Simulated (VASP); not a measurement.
Data:

```
MoS2
1.0
    3.18059     0.00000     0.00000
   -1.59030     2.75447     0.00000
    0.00000     0.00000     7.18011
Mo S
1 2
Direct
  0.00000   0.00000   0.00000
  0.33333   0.66667   0.21765
  0.33333   0.66667   0.78235
```

These are modified Becke-Johnson potential (mBJ), VASP's PBE PAW potentials (set 64) (plane waves; VASP) values and carry that method's errors. Run with 400 eV cut-off, 6×6×4 Γ-centred mesh, Gaussian smearing of 0.050 eV, potentials Mo_sv S.

mBJ is a potential without an energy functional, so only the levels count. Without a dispersion term in the relaxation, distances and binding between the weakly bound layers, chains or molecules are unreliable, and so is what depends on them.

**Question.** Predict the band gap (over mesh and band path) with the smallest direct gap where there is one.

**Answer.** 
The band gap (over mesh and band path) is 1.48 eV. The smallest direct gap (over mesh and band path) is 1.68 eV.

The absolute energy has meaning only against runs of the same code, potentials and settings.

The structure comes from a computed database's MoS2 entry (P-6m2); how it stands against other phases isn't given here. It was relaxed first, which changed the volume by -59 %. The cell's shape comes from a PBE relaxation.
